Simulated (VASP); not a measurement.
Output of a VASP run:

### OSZICAR
```
       N       E                     dE             d eps       ncg     rms          rms(c)
DAV:   1     0.374303882264E+02    0.37430E+02   -0.73183E+03  1956   0.101E+03
DAV:   2    -0.364419216617E+02   -0.73872E+02   -0.68175E+02  2692   0.215E+02
DAV:   3    -0.394863620015E+02   -0.30444E+01   -0.30250E+01  2464   0.442E+01
DAV:   4    -0.395217562760E+02   -0.35394E-01   -0.35339E-01  2424   0.544E+00
DAV:   5    -0.395225262136E+02   -0.76994E-03   -0.76960E-03  2460   0.758E-01    0.966E+00
DAV:   6    -0.374127126498E+02    0.21098E+01   -0.20434E+00  2296   0.101E+01    0.569E+00
DAV:   7    -0.367424253187E+02    0.67029E+00   -0.22745E+00  2292   0.107E+01    0.160E+00
DAV:   8    -0.367508532549E+02   -0.84279E-02   -0.71627E-02  2220   0.182E+00    0.128E-01
DAV:   9    -0.367506360321E+02    0.21722E-03   -0.14399E-03  2444   0.313E-01    0.599E-02
DAV:  10    -0.367508205635E+02   -0.18453E-03   -0.24949E-04  2400   0.137E-01    0.313E-02
DAV:  11    -0.367508192286E+02    0.13349E-05   -0.35824E-06  2424   0.167E-02    0.254E-03
DAV:  12    -0.367508189280E+02    0.30057E-06   -0.51369E-07  1744   0.631E-03
   1 F= -.36750819E+02 E0= -.36750324E+02  d E =-.990145E-03
```

File OUTCAR:
```
------------------------ aborting loop because EDIFF is reached ----------------------------------------
  FORCE on cell =-STRESS in cart. coord.  units (eV):
  Direction    XX          YY          ZZ          XY          YZ          ZX
  --------------------------------------------------------------------------------------
  Total        5.2708141      5.2708123      0.3357754     -0.0000000      0.0000000      0.0000000
  in kB      252.7387872    252.7387019     16.1006368     -0.0000000      0.0000000      0.0000000
  external PRESSURE =     173.8593753 kB  Pullay stress =       0.0000000 kB
  volume of cell :       33.41
      direct lattice vectors                 reciprocal lattice vectors
     1.209213000 -2.094418000  0.000000000     0.413492081 -0.238729805  0.000000000
     1.209213000  2.094418000  0.000000000     0.413492081  0.238729805  0.000000000
     0.000000000  0.000000000  6.596601000     0.000000000  0.000000000  0.151593222
 POSITION                                       TOTAL-FORCE (eV/Angst)
 -----------------------------------------------------------------------------------
      0.00000      0.00000      1.64915        -0.000000      0.000000     -0.000000
      0.00000      0.00000      4.94745         0.000000     -0.000000     -0.000000
      1.20921      0.69814      1.64915        -0.000000      0.000000      0.000000
      1.20921     -0.69814      4.94745         0.000000     -0.000000     -0.000000
 -----------------------------------------------------------------------------------
    total drift:                               -0.000000     -0.000000      0.000000
  FREE ENERGIE OF THE ION-ELECTRON SYSTEM (eV)
  ---------------------------------------------------
  free  energy   TOTEN  =       -36.7508189280 eV

  energy  without entropy=      -36.7498287833  energy(sigma->0) =      -36.75032386
```
(Selected blocks of OUTCAR.)

POSCAR:
```
C
1
    1.2092130000    -2.0944180000     0.0000000000
    1.2092130000     2.0944180000     0.0000000000
    0.0000000000     0.0000000000     6.5966010000
C
4
Direct
  0.0000000000   0.0000000000   0.2500000000
  0.0000000000   0.0000000000   0.7500000000
  0.3333330000   0.6666670000   0.2500000000
  0.6666670000   0.3333330000   0.7500000000
```

**Question.** Reconstruct the remaining input files.

**Answer.** Several could match; the one computed here: the input of the run itself, PBE GGA, plane waves, VASP's PBE PAW potentials (set 64).

**KPOINTS**
```
Automatic mesh
0
Gamma
15 15 5
0 0 0
```

### INCAR
```
NELM  =  100
SIGMA  =  0.1
LREAL  =  .False.
LWAVE  =  .False.
PREC  =  Accurate
SYSTEM  =  C
GGA  =  PE   # PBE
LCHARG  =  .False.
ISIF  =  2
ISMEAR  =  0   # Gaussian
ALGO  =  Normal   # blocked Davidson
EDIFF  =  1E-6   # SCF stop (eV)
ENCUT  =  400   # plane-wave cut-off (eV)
LASPH  =  .True.
```

POTCAR, in this order: C (PBE.64 set). Program: vasp_std.

At this cut-off the stress carries a Pulay error, which pulls relaxed volumes low.

The structure is a typed C crystal (P6_3/mmc). The cell was not relaxed at this level.
